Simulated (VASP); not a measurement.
The system is CsMnBi.

```
Bi Cs Mn
1.0
     4.96173    0.00000    0.00000
     0.00000    4.96173    0.00000
     0.00000    0.00000    9.17174
Bi Cs Mn
2 2 2
Cartesian
  2.4809 0.0000 1.5868
  0.0000 2.4809 7.5849
  2.4809 0.0000 5.9368
  0.0000 2.4809 3.2350
  2.4809 2.4809 0.0000
  0.0000 0.0000 0.0000
```

The cell comes from a database or a generator and needn't be the stable form of this composition.

- Program: VASP 6.6.1
- Task: single point
- Functional: PBE
- Potentials or basis: VASP PAW PBE potentials, release 64 (Bi_d, Cs_sv, Mn_pv)
- Cutoff: 520 eV
- k mesh: 6 × 6 × 3
- Occupations: fermi-dirac, width 0.05 eV
- Spin: collinear spin, ferromagnetic start
- Starting moments: [0.0, 0.0, 0.0, 0.0, 4.0, 4.0] μB

On this cell: pressure -0.3 GPa; largest force 0.136 eV/Å; net moment 9.52 μB per cell; site moments Bi -0.01; Cs +0.02; Mn +4.19 μB; band gap on the k mesh none (metal or under the smearing width).

The same run follows on a disturbed copy (atoms moved at random, drawn with an rms of 0.05 Å):

```
Bi Cs Mn
1.0
     4.96173    0.00000    0.00000
     0.00000    4.96173    0.00000
     0.00000    0.00000    9.17174
Bi Cs Mn
2 2 2
Direct
  0.50890 0.00968 0.16973
  0.00968 0.51210 0.82667
  0.50209 0.00497 0.64363
  0.99790 0.51206 0.35969
  0.51071 0.50624 0.99585
  0.99594 0.99791 0.99608
```

Question: What does the disturbed cell give?

Answer: The energy (extrapolated to zero smearing) moves by +5.6 meV/atom; pressure -0.3 GPa; largest force 0.275 eV/Å; net moment 9.50 μB per cell; site moments Bi -0.01, -0.02; Cs +0.02; Mn +4.18 μB; band gap on the k mesh none (metal or under the smearing width).

Forces in eV/Å, atoms in the order of the input:
```
Bi  -0.187 -0.026 -0.082
Bi  -0.026 -0.213 -0.018
Cs   0.022  0.046  0.175
Cs   0.064 -0.028 -0.266
Mn  -0.018  0.035  0.096
Mn   0.145  0.186  0.095
```

Stress tensor (GPa, compression positive):
```
-0.38 -0.01 -0.11
-0.01 -0.38  0.08
-0.11  0.08 -0.27
```

Caveats: spin-orbit coupling is left out, which moves the levels of the heavy elements.
